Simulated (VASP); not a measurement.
These are r2SCAN meta-GGA, VASP's PBE PAW potentials (set 64) (plane waves; VASP) values and carry that method's errors.

VASP ran on this input.

**INCAR**
```
SYSTEM = HfO2
PREC = Accurate; ENCUT = 600; LREAL = .FALSE.
LASPH = .TRUE.
EDIFF = 1E-7; NELM = 100; ALGO = Normal
LMAXMIX = 6; LMIXTAU = .TRUE.
ISMEAR = 0; SIGMA = 0.05
METAGGA = R2SCAN
ISIF = 2
LWAVE = .FALSE.; LCHARG = .FALSE.
```

KPOINTS:
```
Regular mesh
0
gamma
  8 8 8
0 0 0
```

### POSCAR
```
HfO2
1
    0.0000000000     2.5171020438     2.5171020438
    2.5171020438     0.0000000000     2.5171020438
    2.5171020438     2.5171020438     0.0000000000
Hf O
1 2
Direct
  0.0000000000   0.0000000000   0.0000000000
  0.2500000000   0.2500000000   0.2500000000
  0.7500000000   0.7500000000   0.7500000000
```

POTCAR, in this order: Hf_pv O (PBE.64 set). Program: vasp_std.

The run wrote:

File OUTCAR:
```
 ion  position               nearest neighbor table
   1  0.000  0.000  0.000-   3 2.18   3 2.18   3 2.18   2 2.18   3 2.18   2 2.18   2 2.18   2 2.18
  LATTYP: Found a face centered cubic cell.
 ALAT       =     5.0342040876
 Subroutine PRICEL returns:
 Original cell was already a primitive cell.
 Subroutine GETGRP returns: Found 48 space group operations
The static configuration has the point symmetry O_h .
The dynamic configuration has the point symmetry O_h .
 Subroutine INISYM returns: Found 48 space group operations
 Subroutine IBZKPT returns following result:
 Found     29 irreducible k-points:

 Following reciprocal coordinates:
            Coordinates               Weight
  0.000000  0.000000  0.000000      1.000000
  0.125000  0.000000  0.000000      8.000000
  0.250000  0.000000  0.000000      8.000000
  0.375000  0.000000  0.000000      8.000000
  0.500000  0.000000  0.000000      4.000000
  0.125000  0.125000  0.000000      6.000000
  0.250000  0.125000  0.000000     24.000000
  0.375000  0.125000  0.000000     24.000000
  0.500000  0.125000  0.000000     24.000000
 -0.375000  0.125000  0.000000     24.000000
 -0.250000  0.125000  0.000000     24.000000
 -0.125000  0.125000  0.000000     12.000000
  0.250000  0.250000  0.000000      6.000000
  0.375000  0.250000  0.000000     24.000000
  0.500000  0.250000  0.000000     24.000000
 -0.375000  0.250000  0.000000     24.000000
 -0.250000  0.250000  0.000000     12.000000
  0.375000  0.375000  0.000000      6.000000
  0.500000  0.375000  0.000000     24.000000
 -0.375000  0.375000  0.000000     12.000000
  0.500000  0.500000  0.000000      3.000000
  0.375000  0.250000  0.125000     24.000000
  0.500000  0.250000  0.125000     48.000000
 -0.375000  0.250000  0.125000     24.000000
  0.500000  0.375000  0.125000     24.000000
 -0.375000  0.375000  0.125000     48.000000
 -0.250000  0.375000  0.125000     24.000000
 -0.375000  0.500000  0.125000     12.000000
 -0.250000  0.500000  0.250000      6.000000
   k-points           NKPTS =     29   k-points in BZ     NKDIM =     29   number of bands    NBANDS=     15
   number of dos      NEDOS =    301   number of ions     NIONS =      3
   total plane-waves  NPLWV =  21952
   dimension x,y,z NGX =    28 NGY =   28 NGZ =   28
   dimension x,y,z NGXF=    56 NGYF=   56 NGZF=   56
   ions per type =               1   2
   PREC   = accura    normal or accurate (medium, high low for compatibility)
   ISTART =      0    job   : 0-new  1-cont  2-samecut
   ICHARG =      2    charge: 1-file 2-atom 10-const
   ISPIN  =      1    spin polarized calculation?
   LNONCOLLINEAR =      F non collinear calculations
   LSORBIT =      F    spin-orbit coupling
   INIWAV =      1    electr: 0-lowe 1-rand  2-diag
   ENCUT  =  600.0 eV  44.10 Ry    6.64 a.u.   7.11  7.11  7.11*2*pi/ulx,y,z
   NELM   =    100;   NELMIN=  2; NELMDL= -5     # of ELM steps
   EDIFF  = 0.1E-06   stopping-criterion for ELM
   LREAL  =      F    real-space projection
   NLSPLINE    = F    spline interpolate recip. space projectors
   LMAXMIX     =    6 max onsite mixed and CHGCAR
   VOSKOWN=      0    Vosko Wilk Nusair interpolation
   EDIFFG = 0.1E-05   stopping-criterion for IOM
   NSW    =      0    number of steps for IOM
   NBLOCK =      1;   KBLOCK =      1    inner block; outer block
   IBRION =     -1    ionic relax: 0-MD 1-quasi-New 2-CG
   NFREE  =      0    steps in history (QN), initial steepest desc. (CG)
   ISIF   =      2    stress and relaxation
   ISYM   =      2    0-nonsym 1-usesym 2-fastsym
   TEIN   =    0.0    initial temperature
   TEBEG  =    0.0;   TEEND  =   0.0 temperature during run
   SMASS  =  -3.00    Nose mass-parameter (am)
   PSTRESS=    0.0 pullay stress
...
```

**OSZICAR**
```
       N       E                     dE             d eps       ncg     rms          rms(c)
DAV:   1     0.734619603179E+02    0.73462E+02   -0.14286E+04   870   0.166E+03
DAV:   2    -0.764684300492E+02   -0.14993E+03   -0.14715E+03  1129   0.360E+02
DAV:   3    -0.805925519710E+02   -0.41241E+01   -0.41210E+01  1178   0.581E+01
DAV:   4    -0.806142424555E+02   -0.21690E-01   -0.21689E-01  1052   0.451E+00
DAV:   5    -0.806144412083E+02   -0.19875E-03   -0.19875E-03  1164   0.391E-01    0.541E+01
DAV:   6    -0.681301209367E+02    0.12484E+02   -0.16394E+01  1003   0.323E+01    0.416E+01
DAV:   7    -0.696345149167E+02   -0.15044E+01   -0.26256E+00  1045   0.143E+01    0.247E+01
DAV:   8    -0.665443078279E+02    0.30902E+01   -0.18161E+00   870   0.163E+01    0.343E+00
DAV:   9    -0.683759414185E+02   -0.18316E+01   -0.82327E-01   870   0.110E+01    0.576E+00
DAV:  10    -0.686582009546E+02   -0.28226E+00   -0.81525E-01  1038   0.804E+00    0.262E+00
DAV:  11    -0.685562934575E+02    0.10191E+00   -0.43894E-02   996   0.201E+00    0.120E+00
DAV:  12    -0.685523638814E+02    0.39296E-02   -0.90862E-03  1066   0.965E-01    0.716E-01
DAV:  13    -0.685602775599E+02   -0.79137E-02   -0.73015E-03   989   0.734E-01    0.363E-01
DAV:  14    -0.685594703854E+02    0.80717E-03   -0.87861E-04  1059   0.261E-01    0.318E-01
DAV:  15    -0.685601869284E+02   -0.71654E-03   -0.13948E-03  1045   0.292E-01    0.526E-02
DAV:  16    -0.685601844483E+02    0.24801E-05   -0.55488E-05  1108   0.614E-02    0.117E-02
DAV:  17    -0.685601885523E+02   -0.41040E-05   -0.56624E-06   912   0.258E-02    0.629E-03
DAV:  18    -0.685601903397E+02   -0.17874E-05   -0.84741E-07   982   0.131E-02    0.509E-03
DAV:  19    -0.685601899593E+02    0.38042E-06   -0.47692E-07  1052   0.595E-03    0.657E-04
DAV:  20    -0.685601900987E+02   -0.13938E-06   -0.27659E-08   603   0.220E-03    0.102E-03
DAV:  21    -0.685601901399E+02   -0.41242E-07   -0.73884E-09   540   0.105E-03
   1 F= -.68560190E+02 E0= -.68560190E+02  d E =-.178435E-11
```

OUTCAR:
```
------------------------ aborting loop because EDIFF is reached ----------------------------------------
  FORCE on cell =-STRESS in cart. coord.  units (eV):
  Direction    XX          YY          ZZ          XY          YZ          ZX
  --------------------------------------------------------------------------------------
  Total       -0.0804529     -0.0804529     -0.0804529      0.0000000      0.0000000      0.0000000
  in kB       -4.0412865     -4.0412865     -4.0412865      0.0000000      0.0000000      0.0000000
  external PRESSURE =      -4.0412865 kB  Pullay stress =       0.0000000 kB
  volume of cell :       31.90
      direct lattice vectors                 reciprocal lattice vectors
     0.000000000  2.517102044  2.517102044    -0.198641132  0.198641132  0.198641132
     2.517102044  0.000000000  2.517102044     0.198641132 -0.198641132  0.198641132
     2.517102044  2.517102044  0.000000000     0.198641132  0.198641132 -0.198641132
 POSITION                                       TOTAL-FORCE (eV/Angst)
 -----------------------------------------------------------------------------------
      0.00000      0.00000      0.00000        -0.000000     -0.000000     -0.000000
      1.25855      1.25855      1.25855         0.000000     -0.000000      0.000000
      3.77565      3.77565      3.77565         0.000000      0.000000     -0.000000
 -----------------------------------------------------------------------------------
    total drift:                                0.000000      0.000000      0.000000
  FREE ENERGIE OF THE ION-ELECTRON SYSTEM (eV)
  ---------------------------------------------------
  free  energy   TOTEN  =       -68.5601901399 eV

  energy  without entropy=      -68.5601901399  energy(sigma->0) =      -68.56019014
```
(Selected blocks of OUTCAR.)

### OUTCAR
```
 val. band max:        4.0899625814   @ k =   0.5000   0.5000   0.0000

 cond. band min:       8.4491037408   @ k =   0.5000   0.5000   0.0000


 Fermi energy:         4.3041129904

 k-point     1 :       0.0000    0.0000    0.0000
  band No.  band energies     occupation
      1     -26.4634      2.00000
      2     -26.4634      2.00000
      3     -26.4634      2.00000
      4     -15.7725      2.00000
      5     -12.6652      2.00000
      6      -1.4856      2.00000
      7      -1.4856      2.00000
      8      -1.4856      2.00000
      9       3.4431      2.00000
     10       3.4431      2.00000
     11       3.4431      2.00000
     12       8.5517      0.00000
     13       8.5517      0.00000
     14      10.7317      0.00000
     15      15.3674      0.00000

 k-point     2 :       0.1250    0.0000    0.0000
  band No.  band energies     occupation
      1     -26.5404      2.00000
      2     -26.4714      2.00000
      3     -26.4714      2.00000
      4     -15.5528      2.00000
      5     -12.8404      2.00000
      6      -1.3283      2.00000
      7      -1.3283      2.00000
      8      -1.0519      2.00000
      9       2.9919      2.00000
     10       3.1608      2.00000
     11       3.1608      2.00000
     12       8.8397      0.00000
     13       8.8397      0.00000
     14      11.3277      0.00000
     15      14.6241      0.00000

 k-point     3 :       0.2500    0.0000    0.0000
  band No.  band energies     occupation
      1     -26.7181      2.00000
      2     -26.4906      2.00000
      3     -26.4906      2.00000
      4     -15.0394      2.00000
      5     -13.1905      2.00000
      6      -0.9380      2.00000
      7      -0.9380      2.00000
      8      -0.0443      2.00000
      9       2.0830      2.00000
     10       2.6305      2.00000
     11       2.6305      2.00000
     12       9.2748      0.00000
     13       9.2748      0.00000
     14      11.8193      0.00000
     15      14.1953      0.00000
...
```

Unless said otherwise, spin-orbit coupling is left out, though it shifts the bands of the heavy elements here.

The compound is HfO2 in the fluorite structure, the high-temperature cubic form, which is unstable at 0 K; the monoclinic form is the stable one. It was relaxed first.
